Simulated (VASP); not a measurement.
Computed with r2SCAN meta-GGA, VASP's PBE PAW potentials (set 64) (plane waves; VASP).

VASP ran on this input.

### INCAR
```
ALGO = Normal
EDIFF = 1E-7
EDIFFG = -0.01
ENCUT = 480
IBRION = 2
ISIF = 2
ISMEAR = 1
ISPIN = 2
LASPH = .TRUE.
LCHARG = .FALSE.
LMAXMIX = 6
LMIXTAU = .TRUE.
LORBIT = 10
LREAL = .FALSE.
LWAVE = .FALSE.
MAGMOM = 3.3 0.3
METAGGA = R2SCAN
NELM = 100
NSW = 30
PREC = Accurate
SIGMA = 0.1
SYSTEM = FePt
```

POSCAR:
```
FePt
1
    2.7322467276     0.0000000000     0.0000000000
    0.0000000000     2.7322467276     0.0000000000
    0.0000000000     0.0000000000     3.8747737432
Fe Pt
1 1
Direct
  0.0000000000   0.0000000000   0.0000000000
  0.5000000000   0.5000000000   0.5000000000
```

### KPOINTS
```
kpoints
0
Gamma
 12 12 10
0 0 0
```

POTCAR, in this order: Fe Pt (PBE.64 set). Program: vasp_std.

What VASP printed:

**OSZICAR**
```
       N       E                     dE             d eps       ncg     rms          rms(c)
DAV:   1     0.385554218408E+02    0.38555E+02   -0.85529E+03 10448   0.128E+03
DAV:   2    -0.681577473021E+02   -0.10671E+03   -0.94777E+02 10423   0.255E+02
DAV:   3    -0.715671248957E+02   -0.34094E+01   -0.33320E+01 12560   0.560E+01
DAV:   4    -0.716021686022E+02   -0.35044E-01   -0.35032E-01 11862   0.488E+00
DAV:   5    -0.716032282191E+02   -0.10596E-02   -0.10596E-02 13409   0.954E-01    0.175E+01
DAV:   6    -0.702065875364E+02    0.13966E+01   -0.30106E+01 11607   0.114E+02    0.331E+01
DAV:   7    -0.665362776765E+02    0.36703E+01   -0.12249E+01 12796   0.882E+01    0.898E+00
DAV:   8    -0.664228770595E+02    0.11340E+00   -0.71534E-01 12628   0.121E+01    0.368E+00
DAV:   9    -0.665142741956E+02   -0.91397E-01   -0.24356E-01 11243   0.630E+00    0.278E+00
DAV:  10    -0.665003420447E+02    0.13932E-01   -0.10887E-01 13705   0.807E+00    0.101E+00
DAV:  11    -0.665012668507E+02   -0.92481E-03   -0.10494E-02 12825   0.157E+00    0.505E-01
DAV:  12    -0.665021770555E+02   -0.91020E-03   -0.15626E-03 11858   0.445E-01    0.146E-01
DAV:  13    -0.665023789338E+02   -0.20188E-03   -0.22919E-04 13369   0.239E-01    0.641E-02
DAV:  14    -0.665023804506E+02   -0.15168E-05   -0.88914E-05 12637   0.200E-01    0.275E-02
DAV:  15    -0.665023850677E+02   -0.46170E-05   -0.11296E-05 12871   0.423E-02    0.128E-02
DAV:  16    -0.665023850026E+02    0.65106E-07   -0.67242E-06 13224   0.611E-02    0.664E-03
DAV:  17    -0.665023856055E+02   -0.60299E-06   -0.54659E-07 11137   0.814E-03    0.323E-03
DAV:  18    -0.665023854030E+02    0.20258E-06   -0.20932E-07  9617   0.116E-02    0.921E-04
DAV:  19    -0.665023853812E+02    0.21812E-07   -0.41163E-08  5881   0.209E-03
   1 F= -.66502385E+02 E0= -.66502737E+02  d E =-.665024E+02  mag=     3.5296
```

OUTCAR:
```
------------------------ aborting loop because EDIFF is reached ----------------------------------------
  FORCE on cell =-STRESS in cart. coord.  units (eV):
  Direction    XX          YY          ZZ          XY          YZ          ZX
  --------------------------------------------------------------------------------------
  Total       -1.0399776     -1.0399776     -2.0983998      0.0000000      0.0000000      0.0000000
  in kB      -57.6034368    -57.6034368   -116.2285042      0.0000000      0.0000000      0.0000000
  external PRESSURE =     -77.1451260 kB  Pullay stress =       0.0000000 kB
  volume of cell :       28.93
      direct lattice vectors                 reciprocal lattice vectors
     2.732246728  0.000000000  0.000000000     0.365999157  0.000000000  0.000000000
     0.000000000  2.732246728  0.000000000     0.000000000  0.365999157  0.000000000
     0.000000000  0.000000000  3.874773743     0.000000000  0.000000000  0.258079585
 POSITION                                       TOTAL-FORCE (eV/Angst)
 -----------------------------------------------------------------------------------
      0.00000      0.00000      0.00000         0.000000      0.000000      0.000000
      1.36612      1.36612      1.93739         0.000000      0.000000      0.000000
 -----------------------------------------------------------------------------------
    total drift:                               -0.000000      0.000000      0.000000
  FREE ENERGIE OF THE ION-ELECTRON SYSTEM (eV)
  ---------------------------------------------------
  free  energy   TOTEN  =       -66.5023853812 eV

  energy  without entropy=      -66.5034399467  energy(sigma->0) =      -66.50273690

 total charge

# of ion       s       p       d       tot
------------------------------------------
    1        0.399   0.434   6.016   6.849
    2        0.700   0.627   8.046   9.373
--------------------------------------------------
tot          1.099   1.062  14.061  16.222

 magnetization (x)

# of ion       s       p       d       tot
------------------------------------------
    1        0.016  -0.019   3.281   3.278
    2       -0.024  -0.090   0.411   0.296
--------------------------------------------------
tot         -0.009  -0.109   3.692   3.574

 reached required accuracy - stopping structural energy minimisation
```
(Selected blocks of OUTCAR.)

The compound is FePt in the L1_0 structure. This cell was strained or had an atom moved on purpose.
